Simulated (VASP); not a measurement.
Method: PBEsol GGA, VASP's PBE PAW potentials (set 64) (plane waves; VASP).

A VASP calculation is set up with these files.

### INCAR
```
! general
SYSTEM =RuAl
PREC   =Accurate
ENCUT  =480
LREAL  =.FALSE.
LASPH  =.TRUE.

! electronic loop
EDIFF  =1E-7
NELM   =100
ALGO   =Normal
LMAXMIX=4

! smearing
ISMEAR =1
SIGMA  =0.1

! functional
GGA    =PS

! ions
ISIF   =2

! output
LWAVE  =.FALSE.
LCHARG =.FALSE.
```

POSCAR:
```
RuAl
2.9749530
  0.9999998647   0.0000000000   0.0000000000
  0.0000000000   0.9999998647   0.0000000000
  0.0000000000   0.0000000000   0.9999998647
Al Ru
1 1
Direct
  0.5000000000   0.5000000000   0.5000000000
  0.0000000000   0.0000000000   0.0000000000
```

KPOINTS:
```
Automatic mesh
0
Gamma
12 12 12
0 0 0
```

POTCAR, in this order: Al Ru_pv (PBE.64 set). Program: vasp_std.

What VASP printed:

OSZICAR:
```
       N       E                     dE             d eps       ncg     rms          rms(c)
DAV:   1     0.107653926633E+03    0.10765E+03   -0.90335E+03  2040   0.125E+03
DAV:   2    -0.141302983263E+02   -0.12178E+03   -0.11731E+03  2212   0.341E+02
DAV:   3    -0.163032660702E+02   -0.21730E+01   -0.21096E+01  2372   0.468E+01
DAV:   4    -0.163253121930E+02   -0.22046E-01   -0.22040E-01  2352   0.470E+00
DAV:   5    -0.163258362310E+02   -0.52404E-03   -0.52402E-03  2528   0.637E-01    0.137E+01
DAV:   6    -0.156284419895E+02    0.69739E+00   -0.42034E+00  2136   0.235E+01    0.247E+00
DAV:   7    -0.155464915087E+02    0.81950E-01   -0.31362E-01  2136   0.672E+00    0.217E+00
DAV:   8    -0.155266382113E+02    0.19853E-01   -0.20111E-02  2180   0.130E+00    0.230E-01
DAV:   9    -0.155264349955E+02    0.20322E-03   -0.32160E-04  2380   0.156E-01    0.148E-01
DAV:  10    -0.155264260058E+02    0.89897E-05   -0.31492E-05  2616   0.733E-02    0.126E-02
DAV:  11    -0.155264245075E+02    0.14982E-05   -0.24388E-06  2348   0.210E-02    0.693E-03
DAV:  12    -0.155264240778E+02    0.42972E-06   -0.73041E-08  1332   0.287E-03    0.289E-04
DAV:  13    -0.155264241005E+02   -0.22711E-07   -0.74460E-09  1108   0.889E-04
   1 F= -.15526424E+02 E0= -.15526286E+02  d E =-.414944E-03
```

OUTCAR:
```
------------------------ aborting loop because EDIFF is reached ----------------------------------------
  FORCE on cell =-STRESS in cart. coord.  units (eV):
  Direction    XX          YY          ZZ          XY          YZ          ZX
  --------------------------------------------------------------------------------------
  Total        0.0357269      0.0357269      0.0357269     -0.0000000      0.0000000     -0.0000000
  in kB        2.1740336      2.1740336      2.1740336     -0.0000000      0.0000000     -0.0000000
  external PRESSURE =       2.1740336 kB  Pullay stress =       0.0000000 kB
  volume of cell :       26.33
      direct lattice vectors                 reciprocal lattice vectors
     2.974952598  0.000000000  0.000000000     0.336139810  0.000000000  0.000000000
     0.000000000  2.974952598  0.000000000     0.000000000  0.336139810  0.000000000
     0.000000000  0.000000000  2.974952598     0.000000000  0.000000000  0.336139810
 POSITION                                       TOTAL-FORCE (eV/Angst)
 -----------------------------------------------------------------------------------
      1.48748      1.48748      1.48748         0.000000      0.000000      0.000000
      0.00000      0.00000      0.00000         0.000000      0.000000      0.000000
 -----------------------------------------------------------------------------------
    total drift:                                0.000000      0.000000      0.000000
  FREE ENERGIE OF THE ION-ELECTRON SYSTEM (eV)
  ---------------------------------------------------
  free  energy   TOTEN  =       -15.5264241005 eV

  energy  without entropy=      -15.5260091562  energy(sigma->0) =      -15.52628579
```
(Selected blocks of OUTCAR.)

The compound is RuAl in the CsCl type structure. It was relaxed first. The electron count is odd and the run is not spin-polarised, which forces a metal.
